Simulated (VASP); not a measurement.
Level of theory: HSE06 screened hybrid, VASP's PBE PAW potentials (set 64) (plane waves; VASP).

The input files of a VASP run:

POSCAR:
```
SbSi63
10.9370750
  0.9999999726   0.0000000000   0.0000000000
  0.0000000000   0.9999999726   0.0000000000
  0.0000000000   0.0000000000   0.9999999726
Si Sb
63 1
Cartesian
  0.4999801730   0.0001348530   0.0003027579
  0.6256631195   0.1244702367   0.1247108066
  0.7501347198   0.2497901945   0.0003122432
  0.8754950488   0.3743232621   0.1246796432
  0.7501673175   0.0001845156   0.2499909009
  0.8756470168   0.1245239889   0.3743363381
  0.9999893960   0.9999895104   0.9999895043
  0.1255047127   0.1254855108   0.1254797892
  0.2499705228   0.2499571358   0.9999871254
  0.3746399193   0.3745650626   0.1250679696
  0.4999229276   0.4999250240   0.0002042410
  0.6254612869   0.6254641060   0.1247134387
  0.7501210661   0.7501564048   0.9997880896
  0.8745234809   0.8745203735   0.1255087824
  0.2499983427   0.0001208021   0.2500106696
  0.3747567776   0.1251582333   0.3747024272
  0.4993179275   0.2476607924   0.2475767374
  0.6369927338   0.3636742605   0.3635461621
  0.7528402573   0.5013301037   0.2473238771
  0.8753070680   0.6255656985   0.3747018067
  0.4999717863   0.0000321185   0.4999898598
  0.6253459776   0.1248928013   0.6253772812
  0.7528348712   0.2473453449   0.5011141918
  0.8753316171   0.3745234371   0.6255228083
  0.7500392532   0.9999532942   0.7500703566
  0.8745290647   0.1254746300   0.8745177266
  0.9998780056   0.5000059523   0.0003939472
  0.1244226863   0.6256644186   0.1246029279
  0.2498159459   0.7502318250   0.0003517359
  0.3743263211   0.8757320537   0.1246022860
  0.9999856822   0.2499680284   0.2499472736
  0.1249837627   0.3746716599   0.3746268213
  0.2474643930   0.4991955760   0.2474192378
  0.3633907826   0.6370822154   0.3632937672
  0.5012152543   0.7529103950   0.2472401596
  0.6255263106   0.8752104327   0.3747371043
  0.9997746864   0.9999307466   0.4999925136
  0.1243440237   0.1242901897   0.6256231214
  0.2472020945   0.2473116155   0.4992201666
  0.3623102074   0.3628574319   0.6379634550
  0.6369158662   0.6367590481   0.6375156621
  0.7525515355   0.7525334183   0.4992463545
  0.8753987077   0.8755468677   0.6256596247
  0.2499215436   0.0001915086   0.7501279537
  0.3743604702   0.1244028683   0.8757623063
  0.5010519969   0.2471955875   0.7530083561
  0.6254456892   0.3745030776   0.8754795386
  0.7529992200   0.4987595541   0.7531457732
  0.8757425558   0.6256669702   0.8757271422
  0.0002390024   0.7502362605   0.2499543023
  0.1244622604   0.8758157448   0.3743310068
  0.0000115913   0.4999444030   0.4999304164
  0.1246583718   0.6255201408   0.6253420162
  0.2472175322   0.7529167757   0.5010275890
  0.3746137227   0.8752317714   0.6254917162
  0.0002453679   0.2498698344   0.7501736158
  0.1242426711   0.3743786809   0.8759728680
  0.2467371292   0.5014135203   0.7533101156
  0.3745765036   0.6255407755   0.8755459961
  0.4989604495   0.7529400650   0.7530802821
  0.6256550144   0.8758092893   0.8757483034
  0.9997860487   0.7501933879   0.7500575724
  0.1254990597   0.8745316424   0.8745015722
  0.4994202431   0.4998777208   0.5010250132
```

### KPOINTS
```
Automatic
0
gamma
  1 1 1
```

INCAR:
```
AEXX = 0.25
ALGO = Normal
EDIFF = 1E-5
ENCUT = 400
GGA = PE
HFSCREEN = 0.2
ISIF = 0
ISMEAR = 0
ISPIN = 2
ISYM = 0
LASPH = .True.
LCHARG = .False.
LHFCALC = .True.
LMAXMIX = 4
LORBIT = 10
LREAL = Auto
LWAVE = .False.
MAGMOM = 64*0.0156
NELM = 50
NELMIN = 4
NUPDOWN = 1
PREC = Normal
PRECFOCK = Fast
SIGMA = 0.05
SYSTEM = SbSi63
```

POTCAR, in this order: Si Sb (PBE.64 set). Program: vasp_gam. Read from the step before: WAVECAR.

### Question
What will the output report for the number of irreducible k-points (NKPTS), largest plane-wave count, FFT grid (NGX, NGY, NGZ)?

### Answer

- number of irreducible k-points (NKPTS) = 1
- largest plane-wave count = 11924
- FFT grid (NGX, NGY, NGZ) = 54 × 54 × 54

The cell is a supercell with a defect, built from Si (diamond): Sb_Si. The cell's shape comes from a PBE relaxation.
